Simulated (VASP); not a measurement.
All values below come from TPSS meta-GGA, VASP's PBE PAW potentials (set 64) (plane waves; VASP).

A VASP calculation is set up with these files.

INCAR:
```
# general
SYSTEM  = Os
PREC    = Accurate
ENCUT   = 520
LREAL   = F
LASPH   = T

# electronic loop
EDIFF   = 1E-7
NELM    = 100
ALGO    = Normal
LMAXMIX = 6
LMIXTAU = T

# smearing
ISMEAR  = 1
SIGMA   = 0.1

# functional
METAGGA = TPSS

# ions
IBRION  = 2
NSW     = 30
ISIF    = 4
EDIFFG  = -0.01

# output
LWAVE   = F
LCHARG  = F
```

KPOINTS:
```
Automatic
0
G
  15 15 9
0 0 0
```

POSCAR:
```
Os
1.0
  1.3568457911  -2.3501254950   0.0000000000
  1.3568457911   2.3501254950   0.0000000000
  0.0000000000   0.0000000000   4.2826017214
Os
2
Cart
  1.3568457911   0.7833767318   1.0706504303
  1.3568457911  -0.7833767318   3.2119512911
```

POTCAR, in this order: Os (PBE.64 set). Program: vasp_std.

Output

**OSZICAR**
```
       N       E                     dE             d eps       ncg     rms          rms(c)
DAV:   1     0.138536398080E+03    0.13854E+03   -0.90567E+03  3240   0.153E+03
DAV:   2    -0.405751684679E+01   -0.14259E+03   -0.13038E+03  3444   0.446E+02
DAV:   3    -0.128200188757E+02   -0.87625E+01   -0.81458E+01  3836   0.952E+01
DAV:   4    -0.130366697088E+02   -0.21665E+00   -0.21440E+00  3460   0.154E+01
DAV:   5    -0.130392075178E+02   -0.25378E-02   -0.25371E-02  3804   0.139E+00    0.193E+01
DAV:   6    -0.828257786453E+02   -0.69787E+02   -0.81330E+03  3272   0.699E+04    0.305E+01
DAV:   7    -0.245592922830E+02    0.58266E+02   -0.52875E+01  3240   0.518E+01    0.217E+01
DAV:   8     0.599363798186E+03    0.62392E+03   -0.25840E+04  3240   0.694E+04    0.244E+01
DAV:   9    -0.307796341307E+02   -0.63014E+03   -0.55028E+01  3244   0.127E+02    0.370E+01
DAV:  10    -0.269763819347E+02    0.38033E+01   -0.45965E+00  3420   0.193E+01    0.451E+01
DAV:  11    -0.269289697261E+02    0.47412E-01   -0.43512E-02  3416   0.256E+00    0.486E+01
DAV:  12    -0.263604050543E+02    0.56856E+00   -0.11196E-01  3456   0.362E+00    0.381E+01
DAV:  13    -0.249117038113E+02    0.14487E+01   -0.15949E+00  3532   0.134E+01    0.134E+01
DAV:  14    -0.246126042318E+02    0.29910E+00   -0.29900E-01  3856   0.596E+00    0.504E+00
DAV:  15    -0.244879288309E+02    0.12468E+00   -0.33281E-01  3516   0.629E+00    0.366E+00
DAV:  16    -0.244893515791E+02   -0.14227E-02   -0.14060E-02  4104   0.130E+00    0.494E+00
DAV:  17    -0.244887764478E+02    0.57513E-03   -0.71432E-04  3396   0.273E-01    0.251E+00
DAV:  18    -0.244882482227E+02    0.52823E-03   -0.72080E-04  3352   0.307E-01    0.338E-01
DAV:  19    -0.244881570878E+02    0.91135E-04   -0.56654E-04  3544   0.245E-01    0.536E-02
DAV:  20    -0.244881112805E+02    0.45807E-04   -0.10445E-04  3696   0.111E-01    0.140E-01
DAV:  21    -0.244881782626E+02   -0.66982E-04   -0.19691E-05  3292   0.604E-02    0.123E-01
DAV:  22    -0.244881729789E+02    0.52836E-05   -0.63303E-06  3364   0.255E-02    0.161E-02
DAV:  23    -0.244881758926E+02   -0.29136E-05   -0.37007E-07  3300   0.717E-03    0.105E-02
DAV:  24    -0.244881721848E+02    0.37077E-05   -0.36870E-06  3620   0.201E-02    0.251E-03
DAV:  25    -0.244881726635E+02   -0.47868E-06   -0.29397E-07  2412   0.638E-03    0.471E-03
DAV:  26    -0.244881724029E+02    0.26064E-06   -0.29334E-08  1648   0.193E-03    0.321E-03
DAV:  27    -0.244881724488E+02   -0.45966E-07   -0.83362E-09  1640   0.107E-03
   1 F= -.24488172E+02 E0= -.24488503E+02  d E =-.244882E+02
       N       E                     dE             d eps       ncg     rms          rms(c)
DAV:   1    -0.244921414894E+02   -0.39691E-02   -0.46878E-01  3296   0.605E+00    0.363E-01
DAV:   2    -0.244872917444E+02    0.48497E-02   -0.53445E-03  3936   0.100E+00    0.185E-01
DAV:   3    -0.244860619710E+02    0.12298E-02   -0.27260E-03  3316   0.442E-01    0.300E-02
DAV:   4    -0.244862312256E+02   -0.16925E-03   -0.24934E-04  3532   0.163E-01    0.222E-02
DAV:   5    -0.244862788914E+02   -0.47666E-04   -0.21966E-05  3552   0.718E-02    0.125E-02
DAV:   6    -0.244862773610E+02    0.15304E-05   -0.18225E-06  3540   0.179E-02    0.150E-03
DAV:   7    -0.244862795895E+02   -0.22285E-05   -0.69260E-07  3428   0.989E-03    0.803E-04
DAV:   8    -0.244862800166E+02   -0.42719E-06   -0.16798E-07  1912   0.517E-03    0.524E-04
DAV:   9    -0.244862800905E+02   -0.73886E-07   -0.27744E-08  1656   0.275E-03
   2 F= -.24486280E+02 E0= -.24486416E+02  d E =0.189236E-02
       N       E                     dE             d eps       ncg     rms          rms(c)
DAV:   1    -0.244914003173E+02   -0.51203E-02   -0.21045E-01  3296   0.406E+00    0.242E-01
DAV:   2    -0.244892546309E+02    0.21457E-02   -0.23711E-03  3900   0.666E-01    0.124E-01
DAV:   3    -0.244887019661E+02    0.55266E-03   -0.12298E-03  3324   0.297E-01    0.194E-02
DAV:   4    -0.244887812323E+02   -0.79266E-04   -0.11067E-04  3544   0.109E-01    0.147E-02
DAV:   5    -0.244888018388E+02   -0.20607E-04   -0.95495E-06  3536   0.475E-02    0.840E-03
DAV:   6    -0.244888011912E+02    0.64764E-06   -0.80263E-07  3536   0.119E-02    0.995E-04
DAV:   7    -0.244888027593E+02   -0.15681E-05   -0.30737E-07  3084   0.667E-03    0.540E-04
DAV:   8    -0.244888025468E+02    0.21251E-06   -0.87074E-08  1648   0.379E-03    0.361E-04
DAV:   9    -0.244888028477E+02   -0.30089E-06   -0.11482E-08  1636   0.184E-03    0.995E-05
DAV:  10    -0.244888028421E+02    0.55297E-08   -0.19945E-09  1644   0.573E-04
   3 F= -.24488803E+02 E0= -.24489092E+02  d E =-.630393E-03
```

OUTCAR:
```
------------------------ aborting loop because EDIFF is reached ----------------------------------------
  FORCE on cell =-STRESS in cart. coord.  units (eV):
  Direction    XX          YY          ZZ          XY          YZ          ZX
  --------------------------------------------------------------------------------------
  Total        2.3731488      2.3731481      2.3727293      0.0000000     -0.0000000      0.0000000
  in kB      139.2118910    139.2118476    139.1872825      0.0000000     -0.0000000      0.0000000
  external PRESSURE =     139.2036737 kB  Pullay stress =       0.0000000 kB
  volume of cell :       27.31
      direct lattice vectors                 reciprocal lattice vectors
     1.355086618 -2.347078506  0.000000000     0.368980103 -0.213030795  0.000000000
     1.355086618  2.347078506 -0.000000000     0.368980103  0.213030795  0.000000000
     0.000000000  0.000000000  4.293728305     0.000000000  0.000000000  0.232897829
 POSITION                                       TOTAL-FORCE (eV/Angst)
 -----------------------------------------------------------------------------------
      1.35509      0.78236      1.07343        -0.000000      0.000000      0.000000
      1.35509     -0.78236      3.22030         0.000000     -0.000000      0.000000
 -----------------------------------------------------------------------------------
    total drift:                                0.000000      0.000018     -0.000020
  FREE ENERGIE OF THE ION-ELECTRON SYSTEM (eV)
  ---------------------------------------------------
  free  energy   TOTEN  =       -24.4888028421 eV

  energy  without entropy=      -24.4896698273  energy(sigma->0) =      -24.48909184

 reached required accuracy - stopping structural energy minimisation
```
(Selected blocks of OUTCAR.)

File CONTCAR:
```
Os
   1.00000000000000
     1.3550866182271066   -2.3470785061444062    0.0000000000000000
     1.3550866182271066    2.3470785061444062   -0.0000000000000000
     0.0000000000000000    0.0000000000000000    4.2937283053402613
  Os
     2
Direct
     0.3333330000000032    0.6666669999999968    0.2500000000000000
     0.6666669999999968    0.3333330000000032    0.7500000000000000
```

File OUTCAR:
```
 val. band max:        9.8101450839   @ k =   0.1333   0.0000   0.3333

 cond. band min:       9.8548157468   @ k =   0.2000   0.0667   0.3333


 Fermi energy:         9.8163264464

 k-point     1 :       0.0000    0.0000    0.0000
  band No.  band energies     occupation
      1      -1.2891      2.00000
      2       1.7909      2.00000
      3       6.6327      2.00000
      4       6.6327      2.00000
      5       6.8831      2.00000
      6       7.5111      2.00000
      7       7.5111      2.00000
      8       8.2165      2.00000
      9       8.2165      2.00000
     10       9.7959      1.33717
     11      11.5551     -0.00000
     12      11.5551     -0.00000

 k-point     2 :       0.0667    0.0000    0.0000
  band No.  band energies     occupation
      1      -1.1035      2.00000
      2       1.9562      2.00000
      3       6.2474      2.00000
      4       6.7980      2.00000
      5       7.2126      2.00000
      6       7.4014      2.00000
      7       7.6657      2.00000
      8       7.9710      2.00000
      9       8.0810      2.00000
     10       9.0183      2.00000
     11      11.6500     -0.00000
     12      12.6216      0.00000

 k-point     3 :       0.1333    0.0000    0.0000
  band No.  band energies     occupation
      1      -0.5704      2.00000
      2       2.4005      2.00000
      3       5.7152      2.00000
      4       7.0234      2.00000
      5       7.0738      2.00000
      6       7.2846      2.00000
      7       7.7317      2.00000
      8       7.7394      2.00000
      9       8.1193      2.00000
     10       8.3835      2.00000
     11      11.8752      0.00000
     12      14.3513      0.00000

 k-point     4 :       0.2000    0.0000    0.0000
  band No.  band energies     occupation
      1       0.2323      2.00000
      2       2.9142      2.00000
      3       5.3073      2.00000
      4       5.8397      2.00000
      5       6.7563      2.00000
      6       7.3114      2.00000
...
```

Unless said otherwise, spin-orbit coupling is left out, though it shifts the bands of the heavy elements here.

The compound is Os in the hcp structure. This cell is one point of a volume scan, at 0.97 of the reference volume. Symmetry was kept, so distortions that lower it aren't found.
